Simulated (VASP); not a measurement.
OSZICAR of a VASP run on Sb2Os (space group Pnnm):

**OSZICAR**
```
       N       E                     dE             d eps       ncg     rms          rms(c)
DAV:   1     0.242349753432E+02    0.24235E+02   -0.12372E+04  1980   0.116E+03
DAV:   2    -0.192161593100E+03   -0.21640E+03   -0.20822E+03  2310   0.292E+02
DAV:   3    -0.213299164235E+03   -0.21138E+02   -0.20734E+02  2660   0.912E+01
DAV:   4    -0.213931119669E+03   -0.63196E+00   -0.62821E+00  2532   0.158E+01
DAV:   5    -0.213948505051E+03   -0.17385E-01   -0.17376E-01  2652   0.254E+00    0.155E+01
DAV:   6    -0.211489746887E+03    0.24588E+01   -0.80205E-01  2976   0.638E+00    0.825E+00
DAV:   7    -0.207087457542E+03    0.44023E+01   -0.23489E+00  2250   0.832E+00    0.152E+00
DAV:   8    -0.209234796539E+03   -0.21473E+01   -0.21745E+00  2124   0.845E+00    0.219E+00
DAV:   9    -0.208720658430E+03    0.51414E+00   -0.86030E-01  2142   0.583E+00    0.713E-01
DAV:  10    -0.209289241691E+03   -0.56858E+00   -0.38803E-01  2094   0.364E+00    0.250E-01
DAV:  11    -0.209222516207E+03    0.66725E-01   -0.67791E-02  2444   0.180E+00    0.450E-01
DAV:  12    -0.209242973764E+03   -0.20458E-01   -0.52572E-03  2294   0.599E-01    0.353E-01
DAV:  13    -0.209240518632E+03    0.24551E-02   -0.14626E-04  2708   0.897E-02    0.363E-01
DAV:  14    -0.209292236363E+03   -0.51718E-01   -0.33043E-02  2214   0.125E+00    0.113E-01
DAV:  15    -0.209293076735E+03   -0.84037E-03   -0.43405E-03  2676   0.444E-01    0.885E-02
DAV:  16    -0.209293078824E+03   -0.20886E-05   -0.14917E-04  2390   0.818E-02    0.899E-02
DAV:  17    -0.209293269972E+03   -0.19115E-03   -0.17458E-05  2406   0.284E-02    0.885E-02
DAV:  18    -0.209293336858E+03   -0.66886E-04   -0.15771E-04  3080   0.807E-02    0.483E-02
DAV:  19    -0.209293482766E+03   -0.14591E-03   -0.36428E-04  3106   0.121E-01    0.497E-02
DAV:  20    -0.209293559591E+03   -0.76825E-04   -0.20696E-05  2354   0.345E-02    0.531E-02
DAV:  21    -0.209293630935E+03   -0.71344E-04   -0.21919E-05  2720   0.289E-02    0.586E-02
DAV:  22    -0.209293650639E+03   -0.19704E-04   -0.12582E-04  2962   0.853E-02    0.167E-02
DAV:  23    -0.209293647317E+03    0.33220E-05   -0.16078E-05  2202   0.291E-02    0.130E-02
DAV:  24    -0.209293651899E+03   -0.45825E-05   -0.24088E-06  2212   0.112E-02    0.130E-02
DAV:  25    -0.209293652698E+03   -0.79890E-06   -0.15095E-06  2878   0.873E-03    0.700E-03
DAV:  26    -0.209293652990E+03   -0.29194E-06   -0.14986E-06  3068   0.785E-03    0.339E-03
DAV:  27    -0.209293653118E+03   -0.12796E-06   -0.57738E-08  1140   0.182E-03    0.281E-03
DAV:  28    -0.209293653181E+03   -0.62718E-07   -0.41130E-08  1116   0.146E-03
   1 F= -.20929365E+03 E0= -.20929365E+03  d E =0.000000E+00
       N       E                     dE             ncg
       N       E                     dE             ncg
```

Which electronic solver shows in the log?

It is blocked Davidson (ALGO = Normal, or the opening steps of other solvers). The INCAR had ALGO = Normal.

Can the final energy be trusted as converged?

The calculation finished and met its thresholds. It stopped with EDIFF = 1E-7, NELM = 100 (r2SCAN meta-GGA, plane waves, VASP's PBE PAW potentials (set 64)).

The structure comes from a computed database's Sb2Os entry (Pnnm); how it stands against other phases isn't given here. It was relaxed first.
